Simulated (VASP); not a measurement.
The system is BeCdO2.

```
CELL_PARAMETERS angstrom
5.38000 0.00000 0.00000
0.00000 5.38000 0.00000
0.00000 0.00000 6.53000
ATOMIC_POSITIONS crystal
Be 0.17600 0.17600 0.00000
Be 0.67600 0.32400 0.75000
Be 0.32400 0.67600 0.25000
Be 0.82400 0.82400 0.50000
Cd 0.31300 0.68700 0.75000
Cd 0.18700 0.18700 0.50000
Cd 0.81300 0.81300 0.00000
Cd 0.68700 0.31300 0.25000
O 0.29000 0.33800 0.22800
O 0.33800 0.29000 0.77200
O 0.83800 0.21000 0.97800
O 0.79000 0.16200 0.52200
O 0.21000 0.83800 0.02200
O 0.16200 0.79000 0.47800
O 0.66200 0.71000 0.27200
O 0.71000 0.66200 0.72800
```

The cell was built by a generator and needn't be a form met in nature.

```yaml
Program: VASP 6.6.1
Task: relaxation of cell and atoms
Functional: PBE
Potentials_or_basis: VASP PAW PBE potentials, release 64 (Be, Cd, O)
Cutoff: 520 eV
k_mesh: 3 × 3 × 2
Occupations: gaussian, width 0.15 eV
Spin: no spin polarisation
```

At the start: pressure 4.6 GPa; volume 11.81 Å³/atom.

Question: Where does the relaxation end?

Answer: Over 10 steps the energy falls by 261.2 meV/atom and the volume is 11.09 Å³/atom (-6.1 %); space group P4_12_12 (No. 92, to 0.05 Å).

Step by step:
```
step  energy change (eV)  largest force (eV/Å)  pressure (GPa)  volume (Å³)
   1              0.0000                3.7436            4.58       189.01
   2             -2.8056                0.7676          -10.02       198.35
   3             -2.8179                0.6783          -10.26       198.97
   4             -3.8778                0.7208           -0.50       179.43
   5             -3.8841                0.7699            0.72       177.67
   6             -4.0976                0.3319            1.04       176.74
   7             -4.1443                0.3439            1.34       176.05
   8             -4.1716                0.1255           -1.02       178.67
   9             -4.1718                0.1426           -0.80       178.45
  10             -4.1794                0.0353           -0.17       177.43
```

Final structure:
```
Be Cd O
1.0
     5.20976    0.00000    0.00000
     0.00000    5.20976    0.00000
     0.00000    0.00000    6.53719
Be Cd O
4 4 8
Direct
  0.19406 0.19406 0.00000
  0.69407 0.30594 0.75000
  0.30594 0.69407 0.25000
  0.80594 0.80594 0.50000
  0.30283 0.69717 0.75000
  0.19717 0.19717 0.50000
  0.80283 0.80283 0.00000
  0.69717 0.30283 0.25000
  0.26758 0.37495 0.19974
  0.37495 0.26758 0.80026
  0.87495 0.23242 0.94974
  0.76758 0.12505 0.55026
  0.23242 0.87495 0.05026
  0.12505 0.76758 0.44974
  0.62505 0.73242 0.30026
  0.73242 0.62505 0.69974
```

Caveat: the k mesh is coarse (spacing up to 0.48 Å⁻¹), so the values aren't converged.
